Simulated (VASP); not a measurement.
# ZrTe4C2 (P1) in VASP: single point with LDA

Aim: the single point of ZrTe4C2 with LDA.

Program: VASP 6.6.1. These are calculated values, not measurements. Logs are shortened: lines on timing, memory, paths and dates and some standing lists are left out, and cuts for length are marked.

**1. The crystal as given**

The typed cell holds 7 atoms: a = 5.949 Å, b = 5.936 Å, c = 7.499 Å, α = 64.33°, β = 64.56°, γ = 88.23°.

The cell was built by a generator and needn't be a form met in nature.

**2. Single point, LDA**

Input file INCAR:

```
SYSTEM = ZrTe4C2
PREC = Accurate ; ENCUT = 520
EDIFF = 1E-7 ; ISMEAR = -1
SIGMA = 0.1 ; LREAL = .FALSE.
LASPH = .TRUE. ; NELM = 100
ALGO = Fast ; ISIF = 2
LWAVE = .FALSE. ; LCHARG = .FALSE.
NBANDS = 31
```

Input file KPOINTS:

```
Automatic mesh
0
Gamma
  4 4 3
  0 0.5 0
```

Input file POSCAR:

```
ZrTe4C2
1.0
    0.0913210000      5.9474440000     -0.0758280000
    5.9346300000      0.0913210000     -0.0921750000
    3.1065910000      3.0963960000     -6.0819830000
Te Zr C
4 1 2
Direct
    0.4032680000      0.3814540000      0.7350580000
    0.6054180000      0.1132710000      0.2593500000
    0.8827020000      0.8780040000      0.7733870000
    0.1388710000      0.6421740000      0.2301280000
    0.9739630000      0.9791720000      0.0317640000
    0.7710000000      0.2549090000      0.4852010000
    0.5128810000      0.5352410000      0.9828490000
```

Potentials or basis: VASP PAW LDA potentials, release 64 (Te, Zr_sv, C).

Command:

```
$ cat potpaw_LDA.64/Te/POTCAR potpaw_LDA.64/Zr_sv/POTCAR potpaw_LDA.64/C/POTCAR > POTCAR
$ mpirun -np 1 vasp_std > vasp.out
```

OUTCAR:

```text
SYSTEM = ZrTe4C2
   PREC = Accurate
   ENCUT = 520
   EDIFF = 1E-7
   ISMEAR = -1
   LREAL = .FALSE.
   LASPH = .TRUE.
   NELM = 100
   ISIF = 2

 ion  position               nearest neighbor table
   1  0.403  0.381  0.735-   6 2.54   7 2.69   5 2.84
   2  0.605  0.113  0.259-   5 2.49   6 2.70   7 2.70
   3  0.883  0.878  0.773-   7 2.45   5 2.52   6 2.66
   4  0.139  0.642  0.230-   5 2.39   7 2.49   6 2.58
   5  0.974  0.979  0.032-   4 2.39   2 2.49   3 2.52   1 2.84
   6  0.771  0.255  0.485-   1 2.54   4 2.58   3 2.66   2 2.70
   7  0.513  0.535  0.983-   3 2.45   4 2.49   1 2.69   2 2.70

  LATTYP: Found a triclinic cell.
 ALAT       =     5.9486283750
 B/A-ratio  =     1.3907019055
 C/A-ratio  =     1.2140389636
 COS(alpha) =     0.0044996032
 COS(beta)  =     0.4031109761
 COS(gamma) =     0.6968700099

  Lattice vectors:

 A1 = (   0.0913210000,   5.9474440000,  -0.0758280000)
 A2 = (  -5.8433090000,   5.8561230000,   0.0163470000)
 A3 = (   2.9193600000,   2.9423690000,   5.9139800000)

Analysis of symmetry for initial positions (statically):
=====================================================================
 Subroutine PRICEL returns:
 Original cell was already a primitive cell.

 Routine SETGRP: Setting up the symmetry group for a
 triclinic supercell.

 Subroutine GETGRP returns: Found  1 space group operations
 (whereof  1 operations were pure point group operations)
 out of a pool of  2 trial point group operations.

The static configuration has the point symmetry C_1 .

Analysis of symmetry for dynamics (positions and initial velocities):
=====================================================================
 Subroutine PRICEL returns:
 Original cell was already a primitive cell.

 Routine SETGRP: Setting up the symmetry group for a
 triclinic supercell.

 Subroutine GETGRP returns: Found  1 space group operations
 (whereof  1 operations were pure point group operations)
 out of a pool of  2 trial point group operations.

The dynamic configuration has the point symmetry C_1 .

 Subroutine INISYM returns: Found  1 space group operations
 (whereof  1 operations are pure point group operations),
 and found     1 'primitive' translations

----------------------------------------------------------------------------------------

                                     Primitive cell

  volume of cell :     211.5693

  direct lattice vectors                    reciprocal lattice vectors
     0.091321000  5.947444000 -0.075828000    -0.001276189  0.169249335  0.085514604
     5.934630000  0.091321000 -0.092175000     0.169861386 -0.001511780  0.085993135
     3.106591000  3.096396000 -6.081983000    -0.002558409 -0.002087229 -0.166789486

  length of vectors
     5.948628375  5.936048264  7.498606073     0.189630466  0.190394314  0.166822165

  position of ions in fractional coordinates (direct lattice)
     0.403268000  0.381454000  0.735058000
     0.605418000  0.113271000  0.259350000
     0.882702000  0.878004000  0.773387000
     0.138871000  0.642174000  0.230128000
     0.973963000  0.979172000  0.031764000
     0.771000000  0.254909000  0.485201000
     0.512881000  0.535241000  0.982849000

  ion indices of the primitive-cell ions
   primitive index   ion index
                 1           1
                 2           2
                 3           3
                 4           4
                 5           5
                 6           6
                 7           7

----------------------------------------------------------------------------------------

 KPOINTS: Automatic mesh

Automatic generation of k-mesh.
 Grid dimensions read from file:
 generate k-points for:    4    4    3

 Generating k-lattice:

  Cartesian coordinates                     Fractional coordinates (reciprocal lattice)
    -0.000319047  0.042312334  0.021378651     0.250000000  0.000000000  0.000000000
     0.042465346 -0.000377945  0.021498284     0.000000000  0.250000000  0.000000000
    -0.000852803 -0.000695743 -0.055596495    -0.000000000  0.000000000  0.333333333

  Length of vectors
     0.047407617  0.047598579  0.055607388

  Shift w.r.t. Gamma in fractional coordinates (k-lattice)
     0.000000000  0.500000000  0.000000000

 Subroutine IBZKPT returns following result:
 ===========================================

 Found     24 irreducible k-points:

 Following reciprocal coordinates:
            Coordinates               Weight
  0.000000  0.125000  0.000000      2.000000
  0.250000  0.125000  0.000000      2.000000
  0.500000  0.125000  0.000000      2.000000
 -0.250000  0.125000  0.000000      2.000000
 -0.000000  0.375000 -0.000000      2.000000
  0.250000  0.375000 -0.000000      2.000000
[... 16 lines left out ...]
  0.500000 -0.125000  0.333333      2.000000
 -0.250000 -0.125000  0.333333      2.000000
   k-points           NKPTS =     24   k-points in BZ     NKDIM =     24   number of bands    NBANDS=     31
   number of dos      NEDOS =    301   number of ions     NIONS =      7
   total plane-waves  NPLWV = 129024
   dimension x,y,z NGX =    48 NGY =   48 NGZ =   56
   dimension x,y,z NGXF=    96 NGYF=   96 NGZF=  112
   ions per type =               4   1   2
   NGX,Y,Z   is equivalent  to a cutoff of  13.41, 13.44, 12.42 a.u.
   NGXF,Y,Z  is equivalent  to a cutoff of  26.83, 26.89, 24.83 a.u.
 SYSTEM =  ZrTe4C2
   PREC   = accura    normal or accurate (medium, high low for compatibility)
   ISTART =      0    job   : 0-new  1-cont  2-samecut
   ICHARG =      2    charge: 1-file 2-atom 10-const
   ISPIN  =      1    spin polarized calculation?
   LNONCOLLINEAR =      F non collinear calculations
   LSORBIT =      F    spin-orbit coupling
   LASPH  =      T    aspherical Exc in radial PAW
   ENCUT  =  520.0 eV  38.22 Ry    6.18 a.u.  11.06 11.04 13.94*2*pi/ulx,y,z
   NELM   =    100;   NELMIN=  2; NELMDL= -5     # of ELM steps
   EDIFF  = 0.1E-06   stopping-criterion for ELM
   LREAL  =      F    real-space projection
   EDIFFG = 0.1E-05   stopping-criterion for IOM
   NSW    =      0    number of steps for IOM
   IBRION =     -1    ionic relax: 0-MD 1-quasi-New 2-CG
   NFREE  =      0    steps in history (QN), initial steepest desc. (CG)
   ISIF   =      2    stress and relaxation
   ISYM   =      2    0-nonsym 1-usesym 2-fastsym
   POTIM  = 0.5000    time-step for ionic-motion
   TEBEG  =    0.0;   TEEND  =   0.0 temperature during run
   PSTRESS=    0.0 pullay stress
   NELECT =      44.0000    total number of electrons
   NUPDOWN=      -1.0000    fix difference up-down
   EMIN   =  10.00;   EMAX   =-10.00  energy-range for DOS
   EFERMI =   0.00;   METHOD = LEGACY
   ISMEAR =    -1;   SIGMA  =   0.10  broadening in eV -4-tet -1-fermi 0-gaus
   EFERMI_NEDOS =   21; number of points for ismear=-14 and -15
   IALGO  =     68    algorithm
   IMIX   =      4    mixing-type and parameters
     AMIX     =   0.40;   BMIX     =  1.00
     AMIX_MAG =   1.60;   BMIX_MAG =  1.00
  volume/ion in A,a.u.               =      30.22       203.96
  Fermi-wavevector in a.u.,A,eV,Ry     =   0.969932  1.832907 12.799938  0.940769
  Thomas-Fermi vector in A             =   2.100026
   LORBIT       =      0    0 simple, 1 ext, 2 COOP (PROOUT), +10 PAW based schemes
   GGA     = CA    functional components
   LHFCALC =     F    Hartree Fock is set to
   AEXX    =    0.0000 exact exchange contribution
   IVDW    =     0    specifies the selected vdW correction
   LEPSILON=     F    determine dielectric tensor
   LRPA    =     F    only Hartree local field effects (RPA)
 non-spin polarized calculation
 RMM-DIIS sequential band-by-band and
  energy-cutoff  :      520.00
  volume of cell :      211.57
 maximum number of plane-waves:      5724
 NGX is ok and might be reduce to    48
   NGX = 23   NGY = 23   NGZ = 27

 number of electron      44.0000000 magnetization

 Free energy of the ion-electron system (eV)
  ---------------------------------------------------
  ext. energy  EPLUGINS =         0.00000000
  ---------------------------------------------------
  free energy    TOTEN  =       -34.64555571 eV

  energy without entropy =      -34.59237813  energy(sigma->0) =      -34.61896692

 E-fermi :   4.0416     XC(G=0):  -8.9183

 val. band max:        3.8263646955   @ k =   0.5000   0.1250   0.0000
 cond. band min:       4.0638620110   @ k =   0.5000   0.1250   0.3333
 fundamental gap:      0.2374973154
 Fermi energy:         4.0416181261

 k-point     1 :       0.0000    0.1250    0.0000
  band No.  band energies     occupation
      1     -44.2770      2.00000
      2     -22.7960      2.00000
      3     -22.6996      2.00000
      4     -22.5778      2.00000
      5      -8.5079      2.00000
      6      -6.8908      2.00000
[... 23 lines left out ...]
     30       7.0873      0.00000
     31       7.2719      0.00000

 k-point     2 :       0.2500    0.1250    0.0000
  band No.  band energies     occupation
      1     -44.2770      2.00000
      2     -22.7962      2.00000
      3     -22.6996      2.00000
      4     -22.5780      2.00000
      5      -8.2701      2.00000
      6      -7.3028      2.00000
[... 23 lines left out ...]
     30       7.1327      0.00000
     31       7.2678      0.00000

 k-point     3 :       0.5000    0.1250    0.0000
  band No.  band energies     occupation
      1     -44.2770      2.00000
      2     -22.7964      2.00000
      3     -22.6996      2.00000
      4     -22.5781      2.00000
      5      -7.9479      2.00000
      6      -7.5974      2.00000
[... 703 lines left out ...]
     30       7.2987      0.00000
     31       7.5230      0.00000

 k-point    24 :      -0.2500   -0.1250    0.3333
  band No.  band energies     occupation
      1     -44.2770      2.00000
      2     -22.7963      2.00000
      3     -22.6996      2.00000
      4     -22.5780      2.00000
      5      -8.0072      2.00000
      6      -7.6273      2.00000
[... 23 lines left out ...]
     30       7.0867      0.00000
     31       7.4373      0.00000

------------------------ aborting loop because EDIFF is reached ----------------------------------------

  FORCE on cell =-STRESS in cart. coord.  units (eV):
  Direction    XX          YY          ZZ          XY          YZ          ZX
  --------------------------------------------------------------------------------------
  -------------------------------------------------------------------------------------
  Total       -0.2981817      0.2301732     -1.3126781     -6.3008236     -4.4285538     -1.3715122
  in kB       -2.2580776      1.7430611     -9.9406801    -47.7150284    -33.5366587    -10.3862208
  external PRESSURE =      -3.4852322 kB  Pullay stress =       0.0000000 kB

 VOLUME and BASIS-vectors are now :
 -----------------------------------------------------------------------------
  energy-cutoff  :      520.00
  volume of cell :      211.57
      direct lattice vectors                 reciprocal lattice vectors
     0.091321000  5.947444000 -0.075828000    -0.001276189  0.169249335  0.085514604
     5.934630000  0.091321000 -0.092175000     0.169861386 -0.001511780  0.085993135
     3.106591000  3.096396000 -6.081983000    -0.002558409 -0.002087229 -0.166789486

 POSITION                                       TOTAL-FORCE (eV/Angst)
 -----------------------------------------------------------------------------------
      4.58414      4.70928     -4.53635        -0.000454      0.991527      0.200717
      1.53320      4.41408     -1.63371         3.135148     -1.851021     -1.861311
      7.69384      7.72471     -4.85159        -1.954665     -2.761182      1.986060
      4.53866      1.59714     -1.46936        -4.085560      3.454720     -2.903614
      5.99864      5.98036     -0.35730         3.090670      0.183325      3.340779
      3.09052      6.11113     -3.03294         0.206225     -0.187073     -0.586437
      6.27660      6.14250     -6.06590        -0.391364      0.169705     -0.176195
 -----------------------------------------------------------------------------------
    total drift:                               -0.000890     -0.000367      0.000255

  FREE ENERGIE OF THE ION-ELECTRON SYSTEM (eV)
  ---------------------------------------------------
  free  energy   TOTEN  =       -34.6455557087 eV

  energy  without entropy=      -34.5923781326  energy(sigma->0) =      -34.61896692
```

Wall time 6.8 min (1 thread of AMD EPYC 7R13 (Zen 3), shared host); peak memory 0.33 GiB.

Results:

```yaml
Free_energy: -34.6456 eV
Pressure: -0.3 GPa
Largest_force: 6.088 eV/Å
Band_gap_on_the_k_mesh: 0.17 eV, indirect (least direct gap 0.22 eV)
```

Forces in eV/Å, atoms in the order of the input:
```
Te   0.000  0.992  0.201
Te   3.135 -1.851 -1.861
Te  -1.955 -2.761  1.986
Te  -4.086  3.455 -2.904
Zr   3.091  0.183  3.341
C    0.206 -0.187 -0.586
C   -0.391  0.170 -0.176
```

Levels at points of the mesh, in eV from the valence-band top:
```csv
k point,band 20,band 21,band 22,band 23,band 24,band 25
"(0.00, 0.12, 0.00)",-1.31,-1.20,-0.48,0.34,0.70,0.94
```

Caveat: spin-orbit coupling is left out, which moves the levels of the heavy elements; forces of over 1 eV/Å show positions far from the minimum, so gaps and moduli don't describe the material at rest. A k mesh can miss the band edges.
